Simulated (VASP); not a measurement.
WSe2, 9 atoms in the cell. The cell holds a slab with vacuum, 9 atoms: a = 3.290 Å, b = 3.290 Å, c = 34.316 Å, α = 90.00°, β = 90.00°, γ = 120.00°. 

```yaml
Program: VASP 6.6.1
Task: relaxation of the atoms
Functional: PBE
Dispersion: D3(BJ)
Potentials_or_basis: VASP PAW PBE potentials, release 64 (Se, W_sv)
Cutoff: 520 eV
k_mesh: 12 × 12 × 1
Occupations: gaussian, width 0.05 eV
Spin: no spin polarisation
Dipole_correction: yes
Further_INCAR_settings: ALGO = Fast; EDIFF = 1e-07; IBRION = 2; EDIFFG = -0.003; NSW = 100
```

Potentials or basis: VASP PAW PBE potentials, release 64 (Se, W_sv).

The run is started by

```sh
$ cat potpaw_PBE.64/Se/POTCAR potpaw_PBE.64/W_sv/POTCAR > POTCAR
$ mpirun -np 1 vasp_std > vasp.out
```

Hardware: 1 thread of Intel(R) Xeon(R) Platinum 8559C (Emerald Rapids), with other jobs on the host.

Question: How long does it take, and how much memory?

Answer: It took 52 min on 1 thread of Intel(R) Xeon(R) Platinum 8559C (Emerald Rapids), on a shared host, peak memory 0.56 GiB. Counts: scf iterations 255, k points 19, ion steps 31.
